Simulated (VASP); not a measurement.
Input:

```yaml
crystal:
  lattice:
    - [4.14690, -2.27713, -0.00758]
    - [4.14690, 2.27713, -0.00758]
    - [2.90334, 0.00000, 3.73534]
  atoms:
    - { symbol: Bi, position: [0.23594, 0.23594, 0.23594] }
    - { symbol: Bi, position: [0.76406, 0.76406, 0.76406] }
```

Computed with optB86b-vdW, VASP's PBE PAW potentials (set 64) (plane waves; VASP). Numerical set-up: 520 eV cut-off, Gaussian smearing of 0.050 eV, potentials Bi_d.

### Question
Give the energies of bands 13 to 18 at the high-symmetry points, in eV from the Fermi level.

### Answer

```
band      Γ      T     H2      L     S0      F
----  -----  -----  -----  -----  -----  -----
13    -1.43  -0.79  -3.98  -1.15  -4.27  -4.62
14    -1.15  -0.48  -3.91  -0.99  -2.40  -2.96
15    -1.15  -0.48  -0.30  -0.21  -2.40  -2.82
16     2.67   0.64   0.75  -0.19   3.00   2.58
17     3.00   0.64   5.12   0.49   3.12   4.91
18     3.00   0.68   5.13   0.93   4.83   5.35
```

It has no gap at this level: it comes out as a metal or semimetal.

The compound is Bi in the a7 structure. It was relaxed first.
